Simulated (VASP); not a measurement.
Computed with PBE GGA, VASP's PBE PAW potentials (set 64) (plane waves; VASP 6.6.1).

The input files of a VASP run:

**INCAR**
```
SYSTEM = Os
PREC = Accurate
ENCUT = 400
EDIFF = 1E-6
NELM = 100
ALGO = Normal
LREAL = .FALSE.
LASPH = .TRUE.
ISMEAR = 0
SIGMA = 0.05
GGA = PE
LMAXMIX = 6
LWAVE = .FALSE.
LCHARG = .FALSE.
ISIF = 2
NELECT = 15.98
```

**KPOINTS**
```
Automatic mesh
0
gamma
  14 14 8
```

**POSCAR**
```
Os
1
    1.3923000000    -2.4115340000     0.0000000000
    1.3923000000     2.4115340000     0.0000000000
    0.0000000000     0.0000000000     4.4064000000
Os
2
Direct
  0.3333330000   0.6666670000   0.2500000000
  0.6666670000   0.3333330000   0.7500000000
```

POTCAR, in this order: Os (PBE.64 set). Program: vasp_std.

**Question.** What will the output report for the number of irreducible k-points (NKPTS), number of bands (NBANDS), largest plane-wave count, number of space-group operations, FFT grid (NGX, NGY, NGZ)?

**Answer.** 
```yaml
number of irreducible k-points (NKPTS): 120
number of bands (NBANDS): 12
largest_plane_wave_count: 552
number_of_space_group_operations: 24
FFT grid (NGX, NGY, NGZ): 18 × 18 × 30
```

The compound is Os in the hcp structure. The cell was not relaxed at this level. The run is one of a series of settings (ISMEAR = 0, NELECT = 15.98, SIGMA = 0.05 against the base run), some of them coarse on purpose.
